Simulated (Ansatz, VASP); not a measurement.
# H4BrN in two plane-wave programs, part 3 of 3

One calculation is typed for both programs; each brings its own data sets. How far apart do they land? The cell is taken from a series of runs on this material, whose earlier steps may have relaxed, scaled, displaced or heated it; both programs get it as it stands.

VASP 6.6.1 and Ansatz 0.2.0.

So far: The starting structure; VASP: zone-centre phonons, LDA.

### 3. Ansatz: zone-centre phonons, LDA

Level of this step: Ansatz beside VASP: Kohn-Sham DFT, plane waves, LDA (Ansatz).

Ansatz runs on its default PAW (the set named soft_2) files.

The same cell, functional (in two slightly different forms) and mesh now go to Ansatz, which takes its cutoff from its data sets.

input.yaml

```yaml
crystal:
  lattice:
    - [3.8821980888, 0.0, 0.0]
    - [0.0, 3.8821980888, 0.0]
    - [0.0, 0.0, 3.8821980888]
  atoms:
    - { symbol: H, position: [0.1563071231, 0.1563071231, 0.1563071231] }
    - { symbol: H, position: [0.1563071231, 0.8436928769, 0.8436928769] }
    - { symbol: H, position: [0.8436928769, 0.8436928769, 0.1563071231] }
    - { symbol: H, position: [0.8436928769, 0.1563071231, 0.8436928769] }
    - { symbol: Br, position: [0.5, 0.5, 0.5] }
    - { symbol: "N", position: [0.0, 0.0, 0.0] }
kpoints:
  mp_grid: { grid: [6, 6, 6] }
hamiltonian:
  xc: lda
scf:
  occupations: { method: fixed }
output:
  eigenvalues: true
phonons:
  method: dfpt
  dielectric: true
  rigid_motions: translations
```

Run with:

```
$ ansatz run input.yaml --threads 4 --pin off --max-ram 8192MiB --backend cpu --events-out ev --progress --plain --runs-dir out
```

Numbers of over 12 decimals in the logs are rounded to 6 here.

Output:

```text
Engine: ansatz 0.2.0, aarch64-unknown-linux-gnu
Pseudopotentials: kind: paw
Pseudopotential: H, paw, valence charge 1, recommended cutoff 420 eV (normal), H.paw.azcp
Pseudopotential: Br, paw, valence charge 7, recommended cutoff 420 eV (normal), Br.paw.azcp
Pseudopotential: N, paw, valence charge 5, recommended cutoff 420 eV (normal), N.paw.azcp
Functional definition: SPW92
  exchange = slater_x
  correlation = pw_c
Crystal: 6 atoms, lattice volume = 58.510 Å³
Basis set: ecut = 420 eV, 1189 PW (Γ), exchange–correlation on 54×54×54 points (8 copies of the dense FFT grid, shifted against one another)
Bands: 14, of which v1, the nominal top of the filled ones, is band 8 counted from 1 (7 counted from 0)
Symmetry: 24 space group operations
k-points: 68 of 216 (irreducible under 2 space group operations, time reversal used)
Non-local potential: H, projectors of the file, l = 0: 2, l = 1: 1
Non-local potential: Br, projectors of the file, l = 0: 2, l = 1: 2, l = 2: 2
Non-local potential: N, projectors of the file, l = 0: 2, l = 1: 2, l = 2: 1
PAW form: soft (Blöchl's): semilocal exchange-correlation on the pseudo side does not see the compensation charge
PAW frozen core: Br, regenerated for the run's functional, and the local potential with it (the file was generated under x = pbe(κ = 0.804, μ = 0.219515), c = pbe(β = 0.066725))
PAW frozen core: N, regenerated for the run's functional, and the local potential with it (the file was generated under x = pbe(κ = 0.804, μ = 0.219515), c = pbe(β = 0.066725))
PAW one-centre angular grid: H, 110 points (default); XC on 64 Gauss nodes
PAW one-centre angular grid: Br, 110 points (default); XC on 64 Gauss nodes
PAW one-centre angular grid: N, 110 points (default); XC on 64 Gauss nodes
Initial density: superposition of atomic densities (neutral atoms: chi_scale 0, normalization atom), corrected by the library's trained network
Initial wavefunctions: pseudopotential atomic-orbital guess
Functional: x = slater, c = lda
SCF iter   1: F=—  HF=-3133.665002 eV  |F-HF|=—  |Δ(HF+E_count)|=         —  Δρ=8.08e-3  dr2=1.90e-2  ethr=1.77e-3  ⟨swp⟩=5.6  Hψ=4650  notcnv=0  defer=259
preconditioner: auto → none  [insulator: Δε(μ)=4.323 eV  Ē_g=15.340 eV  n_scr=6 (ndim 8)  ℏωp=19.4 eV  f_vac=0.000  ε∞_Penn≈2.6]
SCF iter   2: F=—  HF=-3133.660721 eV  |F-HF|=—  |Δ(HF+E_count)|=   4.28e-3  Δρ=3.26e-3  dr2=3.79e-3  ethr=1.19e-4  ⟨swp⟩=2.2  Hψ=1773  notcnv=0  defer=254
SCF iter   3: F=—  HF=-3133.660166 eV  |F-HF|=—  |Δ(HF+E_count)|=   5.55e-4  Δρ=1.90e-3  dr2=1.82e-3  ethr=2.37e-5  ⟨swp⟩=2.0  Hψ=1483  notcnv=0  defer=260
SCF iter   4: F=—  HF=-3133.659622 eV  |F-HF|=—  |Δ(HF+E_count)|=   5.44e-4  Δρ=1.28e-4  dr2=3.79e-6  ethr=1.14e-5  ⟨swp⟩=2.0  Hψ=1447  notcnv=0  defer=255
SCF iter   5: F=—  HF=-3133.659626 eV  |F-HF|=—  |Δ(HF+E_count)|=   3.98e-6  Δρ=4.34e-5  dr2=7.60e-7  ethr=2.37e-8  ⟨swp⟩=2.9  Hψ=1597  notcnv=0  defer=131
SCF iter   6: F=—  HF=-3133.659624 eV  |F-HF|=—  |Δ(HF+E_count)|=   1.21e-6  Δρ=1.16e-5  dr2=4.62e-8  ethr=4.75e-9  ⟨swp⟩=2.2  Hψ=1156  notcnv=0  defer=103
SCF iter   7: F=—  HF=-3133.659624 eV  |F-HF|=—  |Δ(HF+E_count)|=   1.07e-8  Δρ=8.65e-7  dr2=1.96e-10  ethr=2.89e-10  ⟨swp⟩=2.1  Hψ=1202  notcnv=0  defer=103
SCF iter   8: F=-3133.659624 eV  HF=-3133.659624 eV  |F-HF|=6.82e-12  |Δ(HF+E_count)|=  5.46e-12  Δρ=1.01e-7  dr2=6.20e-12  ethr=1.00e-12  ⟨swp⟩=14.3  Hψ=6690  notcnv=0
SCF 1 converged in 8 iterations: F = -3133.659624 eV  dr2 = 6.20e-12
  greatest PAW one-centre occupation: 0.911 electrons in one spin orbital (limit 2), on the Br atom at site 4 (counted from 0), in its partial waves of l = 0
DFPT response loops at Γ: preconditioner auto → none (the input reference at scf.mixing.eps_inf says where Resta's filter doesn't serve); β = 0.50; Broyden in place of MSR1
── the response to a field inside a basis, on 6×6×6 k-points: an SCF that follows is theirs, and a resumed run solves both again ──
Bands: 9, of which v1, the nominal top of the filled ones, is band 8 counted from 1 (7 counted from 0)
k-points: 10 of 216 (time reversal used)
Initial density: handed on by an earlier stage of this run
Initial wavefunctions: pseudopotential atomic-orbital guess (no wavefunctions were taken with the density)
Eigensolver: Dense (10 Hₖ)
SCF iter   1: F=—  HF=-3133.665817 eV  |F-HF|=—  |Δ(HF+E_count)|=         —  Δρ=4.71e-4  dr2=2.05e-5  ethr=1.00e-1
preconditioner: auto → none  [insulator: Δε(μ)=5.056 eV  Ē_g=13.219 eV  n_scr=6 (ndim 8)  ℏωp=19.4 eV  f_vac=0.000  ε∞_Penn≈3.2]
SCF iter   2: F=—  HF=-3133.665819 eV  |F-HF|=—  |Δ(HF+E_count)|=   1.87e-6  Δρ=2.33e-4  dr2=5.84e-6  ethr=1.28e-7
SCF iter   3: F=—  HF=-3133.665821 eV  |F-HF|=—  |Δ(HF+E_count)|=   1.61e-6  Δρ=8.39e-5  dr2=2.36e-6  ethr=3.65e-8
SCF iter   4: F=-3133.665820 eV  HF=-3133.665820 eV  |F-HF|=7.87e-11  |Δ(HF+E_count)|=   5.61e-7  Δρ=5.48e-6  dr2=6.56e-9  ethr=1.47e-8
SCF 1 converged in 4 iterations: F = -3133.665820 eV  dr2 = 6.56e-9
DFPT response loops at Γ: mixed as the last ones told, above
SCF converged after 8 iterations
Free energy (F): -3133.659624 eV
Harris-Foulkes:  -3133.659624 eV  (|F-HF|=6.82e-12)
Internal energy: -3133.659624 eV  (E = F + TS)
E sigma→0 (E₀):  -3133.659624 eV
Fermi energy:    1.452808 eV
--- Per-component energies (eV) ---
  E_band       = -84.586114
  E_kinetic    = 319.528346
  E_local      = -597.522538  (includes V_loc(G=0)·N_el)
  E_nonlocal   = 125.742613
  E_hartree    = 164.505210
  E_xc         = -354.941324
  E_vxc        = -225.552698  (∫ρ·V_xc dr)
  E_paw        = -2281.714535  (= ΣΔE_a)
  E_vpaw       = -35.787632  (= ΣTr[D̂ρ^β])
  E_aug_tail   = -0.004640  (compensation charges beyond the density's cutoff)
  E_ewald      = -509.539311
  E_core_change = 0.286555  (= ΣΔE_core)
  E_smearing   = -0.000000  (= −TS)
  E_closure    = -0.000000  (closes the sum)
  Σ components = -3133.659624   (vs F -3133.659624, Δ=0.00e0)
--- Band table (eV; the first three rows and the last of 68) ---
  k-point 0: bands = [... 4 lower, -5.5070, 1.4492, 1.4492, 1.4492, 5.8003, 8.0824, 8.0824, 11.3746, ... 2 higher]
  k-point 1: bands = [... 4 lower, -5.4729, 0.7644, 1.3919, 1.3919, 6.5288, 8.3521, 8.8435, 11.2500, ... 2 higher]
  k-point 2: bands = [... 4 lower, -5.4043, -0.2561, 1.2720, 1.2720, 7.8403, 9.1563, 10.1637, 11.1374, ... 2 higher]
  k-point 67: bands = [... 4 lower, -5.8122, -0.2513, -0.2513, -0.2513, 9.4556, 9.4556, 9.4556, 12.0930, ... 2 higher]
--- Phonons (Γ-DFPT): 3 representative perturbations + reference, on 68 of 216 k-points (Σ response iterations 10) ---
  k mesh reduced under 2 symmetry operations, with k and −k counted as one. Each operation leaves every solved perturbation unchanged. A smaller set is not considered because the run solves the response to a homogeneous field
  ASR residual: 1.872e-4 → 0.000e0 eV/Å²; symmetrization residual: 3.540e-7 eV/Å²
  ASR residual per site (eV/Å²): 1.05e-5 1.05e-5 1.05e-5 1.05e-5 1.87e-4 5.22e-6
  Γ frequencies (cm⁻¹): 0.00 0.00 0.00 188.27 188.27 188.27 431.97 431.97 431.97 1348.67 1348.67 1348.67 1635.92 1635.92 3006.81 3017.20 3017.20 3017.20
  ε∞ (high-frequency dielectric tensor):
        3.372478     0.000000     0.000000
        0.000000     3.372478    -0.000000
        0.000000    -0.000000     3.372478
  ε⁰ (static dielectric tensor: ions relaxed, cell fixed):
        6.224908    -0.000000    -0.000000
       -0.000000     6.224908     0.000000
       -0.000000     0.000000     6.224908
  ε⁰ − ε∞ (ionic part):
        2.852431    -0.000000    -0.000000
       -0.000000     2.852431     0.000000
       -0.000000     0.000000     2.852431
  softest optical mode at Γ: 188.27 cm⁻¹; the repairs (sum rule, projections) moved no ω² at Γ by more than (2.88 cm⁻¹)²
  Born effective charges Z* (e; rows j = field, columns β = displacement):
    site 0:
         0.59610    0.32962    0.32962
         0.32962    0.59610    0.32962
         0.32962    0.32962    0.59610
    site 1:
         0.59610   -0.32962   -0.32962
        -0.32962    0.59610    0.32962
        -0.32962    0.32962    0.59610
    site 2:
         0.59610    0.32962   -0.32962
         0.32962    0.59610   -0.32962
        -0.32962   -0.32962    0.59610
    site 3:
         0.59610   -0.32962    0.32962
        -0.32962    0.59610   -0.32962
         0.32962   -0.32962    0.59610
    site 4:
        -1.22682   -0.00000    0.00000
        -0.00000   -1.22682    0.00000
         0.00000    0.00000   -1.22682
    site 5:
[...]
Z* charge neutrality: 3.834e-3 e pre-enforcement
  solved inside a basis spanned on kpoints, on 6×6×6 k-points, its susceptibility summed on 10×10×10: ε∞ is read to err by 1.1e-2, Z* by 8.7e-3 e (field_mesh: kpoints solves on kpoints); Z* is corrected for what the basis lacks
  optical modes at Γ without the LO–TO term, one row a degenerate level:
      ω (cm⁻¹)  modes    IR ((D/Å)²/amu)
[...]
optical modes at Γ + LO–TO along q̂ = [1.0000, 0.0000, 0.0000]:
      ω (cm⁻¹)  modes    IR ((D/Å)²/amu)
[...]
optical modes at Γ + LO–TO along q̂ = [0.0000, 1.0000, 0.0000]:
      ω (cm⁻¹)  modes    IR ((D/Å)²/amu)
[...]
optical modes at Γ + LO–TO along q̂ = [0.0000, 0.0000, 1.0000]:
      ω (cm⁻¹)  modes    IR ((D/Å)²/amu)
[...]
246.41      1             2.1682
        431.97      3             0.0000
       1348.67      2             6.1638
       1360.29      1             2.7481
       1635.92      2             0.0000
       3006.81      1             0.0000
       3017.20      2            98.9292
       3105.15      1            50.1512
```

The column dr2 measures how far the density is from self-consistency, as an energy; F and HF (Harris–Foulkes) agree once it is small.

### 4. Side by side

Known differences besides the potentials themselves: fixed occupations in Ansatz, narrow Gaussian smearing in VASP; VASP's response is taken on the typed mesh, Ansatz refines its own for the field response alone; the cutoff is 420 eV in Ansatz and 600 eV in VASP; VASP's log shows a relativistic correction to its local exchange, Ansatz's none. Total energies have different zeros and are not compared.

Compared:

```csv
quantity,Ansatz,VASP,difference
ε∞ xx,3.37,3.38,-0.15 %
ε∞ yy,3.37,3.38,-0.15 %
ε∞ zz,3.37,3.38,-0.15 %
Born charge of H1 (mean of the diagonal) (e),0.60,0.60,0.00
Born charge of Br5 (mean of the diagonal) (e),-1.23,-1.23,+0.01
Born charge of N6 (mean of the diagonal) (e),-1.16,-1.15,-0.01
optical mode 1 to 3 (cm⁻¹),188.3,189.2,-0.47 %
optical mode 4 to 6 (cm⁻¹),432.0,426.6,+1.25 %
optical mode 7 to 9 (cm⁻¹),1348.7,1352.9,-0.31 %
optical mode 10 to 11 (cm⁻¹),1635.9,1640.5,-0.28 %
optical mode 12 (cm⁻¹),3006.8,3010.0,-0.11 %
optical mode 13 to 15 (cm⁻¹),3017.2,3019.2,-0.07 %
```

Modes are paired by rising frequency, not by their patterns, so a pair may set unlike modes beside each other; they are those without the splitting of longitudinal modes.

### 5. Summary of results

* r.m.s. difference of the optical zone-centre modes, each program's sorted by frequency (zone-centre phonons, LDA): 3.7 cm⁻¹
* difference in optical mode 4 to 6 (zone-centre phonons, LDA): +1.3 %

In words: The r.m.s. difference of the optical zone-centre modes, each program's sorted by frequency is 3.7 cm⁻¹ (zone-centre phonons, LDA). Among the rows given in per cent, the largest difference of the zone-centre phonons, LDA pair is in optical mode 4 to 6, +1.3 %. Such differences can come from data sets, numerical settings and the points named under the comparisons, not from the functional's error against experiment.

[Lines on the potential files, build, host, timing and source positions are cut from VASP's logs without a mark.]

[Logs are printed without paths, hosts, clocks, repeated set-up lines and the standing remarks that a program may print on its own settings, such as how far it seeks lower states.]

[Hosts, paths, dates, database ids (printed as entryN), source tags and the programs' standing remarks are cut or masked in the printed files.]
